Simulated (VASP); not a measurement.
Given:

```
YN
1.0
    0.00000     2.40512     2.40512
    2.40512     0.00000     2.40512
    2.40512     2.40512     0.00000
Y N
1 1
Cartesian
  0.00000   0.00000   0.00000
  2.40512   2.40512   2.40512
```

These are PBEsol GGA, VASP's PBE PAW potentials (set 64) (plane waves; VASP) values and carry that method's errors. Numerical set-up: 620 eV cut-off, 9×9×9 Γ-centred mesh, Gaussian smearing of 0.050 eV, potentials Y_sv N.

Energy and stress use the plane-wave basis of the starting cell.

Q: The ions, cell shape and volume at an external pressure of 10.0 GPa are relaxed. Give the cell that the relaxation ends in.

A: 
```
YN
1.0
    0.00000     2.38530     2.38530
    2.38530     0.00000     2.38530
    2.38530     2.38530     0.00000
Y N
1 1
Direct
  0.00000   0.00000   0.00000
  0.50000   0.50000   0.50000
```
Space group Fm-3m (225), at a tolerance of 0.03 Å.

Q: How do energy and volume change from the first to the last step?

A: The energy (σ→0) changes by +15.8 meV/atom and the volume by -2.5 %, in 3 ionic steps.

| step | E(σ→0) (eV) | max force (eV/Å) | pressure (GPa) | volume (Å³) |
|---|---|---|---|---|
| 1 | -19.1199 | 0.000 | 4.93 | 27.83 |
| 2 | -18.9943 | 0.000 | 18.97 | 26.09 |
| 3 | -19.0883 | 0.000 | 9.95 | 27.14 |

The compound is YN in the rock salt structure. This run relaxes it under an external pressure of 10 GPa. Symmetry was kept, so distortions that lower it aren't found.
